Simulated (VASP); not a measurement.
Method: r2SCAN meta-GGA, VASP's PBE PAW potentials (set 64) (plane waves; VASP 6.6.1).

VASP input:

KPOINTS:
```
kpoints
0
gamma
  6 6 1
0 0 0
```

### INCAR
```
# general
SYSTEM   =  Na(111) slab
PREC     =  Normal
ENCUT    =  400
LREAL    =  F
LASPH    =  T

# electronic loop
EDIFF    =  1E-6
NELM     =  100
NELMIN   =  4
ALGO     =  Normal
LMIXTAU  =  T

# smearing
ISMEAR   =  1
SIGMA    =  0.1

# functional
METAGGA  =  R2SCAN

# output
LWAVE    =  F
LCHARG   =  F
LORBIT   =  11
LVHAR    =  T

# other
LDIPOL   =  T
IDIPOL   =  3
DIPOL    =  0.5 0.5 0.5
```

File POSCAR:
```
Na(111) slab
1
    5.9914660510     0.0000000000     0.0000000000
   -2.9957330255     5.1887614616     0.0000000000
    0.0000000000     0.0000000000    24.7016503068
Na
8
Direct
  0.6666670000   0.3333330000   0.3328247993
  0.3333330000   0.6666670000   0.3836646439
  0.0000000000   0.0000000000   0.4217370077
  0.6666670000   0.3333330000   0.4741900233
  0.3333330000   0.6666670000   0.5258099767
  0.0000000000   0.0000000000   0.5782629923
  0.6666670000   0.3333330000   0.6163353561
  0.3333330000   0.6666670000   0.6671752007
```

POTCAR, in this order: Na_pv (PBE.64 set). Program: vasp_std. Read from the step before: WAVECAR.

Output

File OUTCAR:
```
 ion  position               nearest neighbor table
   1  0.667  0.333  0.333-
   2  0.333  0.667  0.384-
   3  0.000  0.000  0.422-
   4  0.667  0.333  0.474-
   5  0.333  0.667  0.526-
   6  0.000  0.000  0.578-
   7  0.667  0.333  0.616-
   8  0.333  0.667  0.667-
  LATTYP: Found a hexagonal cell.
 ALAT       =     5.9914660510
 C/A-ratio  =     4.1228056867
 Subroutine PRICEL returns:
 Original cell was already a primitive cell.
 Subroutine GETGRP returns: Found 12 space group operations
The static configuration has the point symmetry D_3d.
The dynamic configuration has the point symmetry D_3d.
 Subroutine INISYM returns: Found 12 space group operations
 Subroutine IBZKPT returns following result:
 Found      7 irreducible k-points:

 Following reciprocal coordinates:
            Coordinates               Weight
  0.000000  0.000000  0.000000      1.000000
  0.166667  0.000000  0.000000      6.000000
  0.333333  0.000000  0.000000      6.000000
  0.500000  0.000000  0.000000      3.000000
  0.166667  0.166667  0.000000      6.000000
  0.333333  0.166667  0.000000     12.000000
  0.333333  0.333333  0.000000      2.000000
   k-points           NKPTS =      7   k-points in BZ     NKDIM =      7   number of bands    NBANDS=     33
   number of dos      NEDOS =    301   number of ions     NIONS =      8
   total plane-waves  NPLWV = 113400
   dimension x,y,z NGX =    30 NGY =   30 NGZ =  126
   dimension x,y,z NGXF=    60 NGYF=   60 NGZF=  252
   ions per type =               8
   PREC   = normal    normal or accurate (medium, high low for compatibility)
   ISTART =      1    job   : 0-new  1-cont  2-samecut
   ICHARG =      0    charge: 1-file 2-atom 10-const
   ISPIN  =      1    spin polarized calculation?
   LNONCOLLINEAR =      F non collinear calculations
   LSORBIT =      F    spin-orbit coupling
   INIWAV =      1    electr: 0-lowe 1-rand  2-diag
   ENCUT  =  400.0 eV  29.40 Ry    5.42 a.u.   9.77  9.77 40.28*2*pi/ulx,y,z
   NELM   =    100;   NELMIN=  4; NELMDL=  0     # of ELM steps
   EDIFF  = 0.1E-05   stopping-criterion for ELM
   LREAL  =      F    real-space projection
   NLSPLINE    = F    spline interpolate recip. space projectors
   LMAXMIX     =    2 max onsite mixed and CHGCAR
   VOSKOWN=      0    Vosko Wilk Nusair interpolation
   EDIFFG = 0.1E-04   stopping-criterion for IOM
   NSW    =      0    number of steps for IOM
   NBLOCK =      1;   KBLOCK =      1    inner block; outer block
   IBRION =     -1    ionic relax: 0-MD 1-quasi-New 2-CG
   NFREE  =      0    steps in history (QN), initial steepest desc. (CG)
   ISIF   =      2    stress and relaxation
   ISYM   =      2    0-nonsym 1-usesym 2-fastsym
   TEIN   =    0.0    initial temperature
   TEBEG  =    0.0;   TEEND  =   0.0 temperature during run
   SMASS  =  -3.00    Nose mass-parameter (am)
   PSTRESS=    0.0 pullay stress
   NELECT =      56.0000    total number of electrons
   EFERMI =   0.00;   METHOD = LEGACY
   ISMEAR =     1;   SIGMA  =   0.10  broadening in eV -4-tet -1-fermi 0-gaus
   IALGO  =     38    algorithm
   LDIAG  =      T    sub-space diagonalisation (order eigenvalues)
   IMIX   =      4    mixing-type and parameters
     AMIX     =   0.40;   BMIX     =  1.00
     AMIX_MAG =   1.60;   BMIX_MAG =  1.00
     AMIN     =   0.10
   METAGGA = R2SCAN    functional components
   VOSKOWN =     0    Vosko Wilk Nusair interpolation
   LHFCALC =     F    Hartree Fock is set to
   LHFONE  =     F    Hartree Fock one center treatment
   AEXX    =    0.0000 exact exchange contribution
...
```

File OSZICAR:
```
       N       E                     dE             d eps       ncg     rms          rms(c)
DAV:   1    -0.273855881172E+02   -0.27386E+02   -0.11924E-06   293   0.778E-03    0.142E-04
DAV:   2    -0.273855881969E+02   -0.79668E-07   -0.75812E-08   276   0.241E-03    0.109E-04
DAV:   3    -0.273855881504E+02    0.46506E-07   -0.51739E-08   274   0.174E-03    0.101E-04
DAV:   4    -0.273855880608E+02    0.89520E-07   -0.37748E-08   274   0.130E-03
   1 F= -.27385588E+02 E0= -.27385379E+02  d E =-.626206E-03
```

### OUTCAR
```
------------------------ aborting loop because EDIFF is reached ----------------------------------------
  FORCE on cell =-STRESS in cart. coord.  units (eV):
  Direction    XX          YY          ZZ          XY          YZ          ZX
  --------------------------------------------------------------------------------------
  Total       -0.9209736     -0.9209735     -0.5367452     -0.0000000      0.0000000      0.0000000
  in kB       -1.9214761     -1.9214758     -1.1198399     -0.0000000      0.0000000      0.0000000
  external PRESSURE =      -1.6542639 kB  Pullay stress =       0.0000000 kB
  volume of cell :      767.93
      direct lattice vectors                 reciprocal lattice vectors
     5.991466051  0.000000000  0.000000000     0.166904058  0.096362109  0.000000000
    -2.995733025  5.188761462  0.000000000     0.000000000  0.192724219  0.000000000
     0.000000000  0.000000000 24.701650307     0.000000000  0.000000000  0.040483125
 POSITION                                       TOTAL-FORCE (eV/Angst)
 -----------------------------------------------------------------------------------
      2.99574      1.72959      8.22132        -0.000000     -0.000000     -0.008349
     -0.00000      3.45918      9.47715        -0.000000      0.000000      0.003989
      0.00000      0.00000     10.41760        -0.000000      0.000000      0.025986
      2.99574      1.72959     11.71328         0.000000     -0.000000     -0.024738
     -0.00000      3.45918     12.98837         0.000000     -0.000000      0.024738
      0.00000      0.00000     14.28405        -0.000000      0.000000     -0.025986
      2.99574      1.72959     15.22450         0.000000     -0.000000     -0.003989
     -0.00000      3.45918     16.48033        -0.000000     -0.000000      0.008349
 -----------------------------------------------------------------------------------
    total drift:                                0.000000      0.000000      0.000000
  FREE ENERGIE OF THE ION-ELECTRON SYSTEM (eV)
  ---------------------------------------------------
  free  energy   TOTEN  =       -27.3855880608 eV

  energy  without entropy=      -27.3849618552  energy(sigma->0) =      -27.38537933

 total charge

# of ion       s       p       d       tot
------------------------------------------
    1        0.088   5.959   0.000   6.047
    2        0.092   5.967   0.000   6.059
    3        0.082   5.969   0.000   6.051
    4        0.080   5.971   0.000   6.051
    5        0.080   5.971   0.000   6.051
    6        0.082   5.969   0.000   6.051
    7        0.092   5.967   0.000   6.059
    8        0.088   5.959   0.000   6.047
--------------------------------------------------
tot          0.686  47.730   0.000  48.416
```
(Selected blocks of OUTCAR.)

OUTCAR:
```
 val. band max:       -1.3540098941   @ k =   0.3333   0.1667   0.0000

 cond. band min:      -1.1827783044   @ k =   0.3333   0.1667   0.0000


 Fermi energy:        -1.3195413353

 k-point     1 :       0.0000    0.0000    0.0000
  band No.  band energies     occupation
      1     -27.9395      2.00000
      2     -27.9395      2.00000
      3     -27.9276      2.00000
      4     -27.9276      2.00000
      5     -27.9274      2.00000
      6     -27.9274      2.00000
      7     -27.5074      2.00000
      8     -27.5071      2.00000
      9     -27.4899      2.00000
     10     -27.4899      2.00000
     11     -27.4896      2.00000
     12     -27.4896      2.00000
     13     -27.3998      2.00000
     14     -27.3998      2.00000
     15     -27.3929      2.00000
     16     -27.3917      2.00000
     17     -27.3882      2.00000
     18     -27.3882      2.00000
     19     -27.3535      2.00000
     20     -27.3523      2.00000
     21     -27.3522      2.00000
     22     -27.3520      2.00000
     23     -27.3519      2.00000
     24     -27.3470      2.00000
     25      -4.4943      2.00000
     26      -3.6618      2.00000
     27      -2.3659      2.00000
     28      -1.0498     -0.00092
     29       0.1958     -0.00000
     30       0.9381      0.00000
     31       0.9389      0.00000
     32       1.0783      0.00000
     33       1.0787      0.00000

 k-point     2 :       0.1667    0.0000    0.0000
  band No.  band energies     occupation
      1     -27.9395      2.00000
      2     -27.9395      2.00000
      3     -27.9276      2.00000
      4     -27.9276      2.00000
      5     -27.9274      2.00000
      6     -27.9274      2.00000
      7     -27.5074      2.00000
      8     -27.5072      2.00000
      9     -27.4899      2.00000
     10     -27.4899      2.00000
     11     -27.4896      2.00000
     12     -27.4895      2.00000
     13     -27.4003      2.00000
     14     -27.3997      2.00000
     15     -27.3937      2.00000
...
```

The cell is a thin slab with vacuum, built from Na (bcc): (111) face.
